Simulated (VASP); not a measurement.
An input for Quantum ESPRESSO's pw.x (written as the equivalent of a VASP run, and not itself run):

```
&CONTROL
  calculation = 'vc-relax'
  pseudo_dir = './pseudo'
  outdir = './out'
  tprnfor = .true.
  tstress = .true.
  nstep = 40
  forc_conv_thr = 0.00078
/
&SYSTEM
  ibrav = 0
  nat = 2
  ntyp = 2
  ecutwfc = 84
  occupations = 'smearing'
  smearing = 'methfessel-paxton'
  degauss = 0.00735
  input_dft = 'pbesol'
/
&ELECTRONS
  conv_thr = 7.3e-08
  electron_maxstep = 100
/
&IONS
/
&CELL
  press = 300
/
ATOMIC_SPECIES
  Y 88.906 Y.upf
  N 14.007 N.upf
CELL_PARAMETERS angstrom
     0.0000000    2.3508740    2.3508740
     2.3508740    0.0000000    2.3508740
     2.3508740    2.3508740    0.0000000
ATOMIC_POSITIONS crystal
  Y    0.0000000  0.0000000  0.0000000
  N    0.5000000  0.5000000  0.5000000
K_POINTS automatic
  13 13 13 0 0 0
```

Question: Write the VASP files for the same calculation (PBEsol).

Answer: This is not unique; one that fits is 
POSCAR:
```
YN
1
    0.0000000000     2.3508739860     2.3508739860
    2.3508739860     0.0000000000     2.3508739860
    2.3508739860     2.3508739860     0.0000000000
Y N
1 1
Direct
  0.0000000000   0.0000000000   0.0000000000
  0.5000000000   0.5000000000   0.5000000000
```

### INCAR
```
SYSTEM = YN
PREC = Accurate; ENCUT = 620; LREAL = .False.
LASPH = .True.
EDIFF = 1E-6; NELM = 100; ALGO = Normal
LMAXMIX = 4
ISMEAR = 1; SIGMA = 0.1
GGA = PS
IBRION = 2; NSW = 40; ISIF = 3
EDIFFG = -0.02; PSTRESS = 300
LWAVE = .False.; LCHARG = .False.
```

**KPOINTS**
```
Automatic mesh
0
gamma
 13 13 13
0 0 0
```

POTCAR, in this order: Y_sv N (PBE.64 set). Program: vasp_std.

The two are equivalent in intent, not identical: the potentials are each code's own (VASP's PAW set, PseudoDojo norm-conserving files in pw.x), so ENCUT and ecutwfc are chosen apart and not converted; conv_thr bounds pw.x's estimated SCF error, while EDIFF bounds the energy change between steps; forc_conv_thr acts on force components and is met together with etot_conv_thr.

The compound is YN in the rock salt structure. This run relaxes it under an external pressure of 30 GPa. Symmetry was kept, so distortions that lower it aren't found.
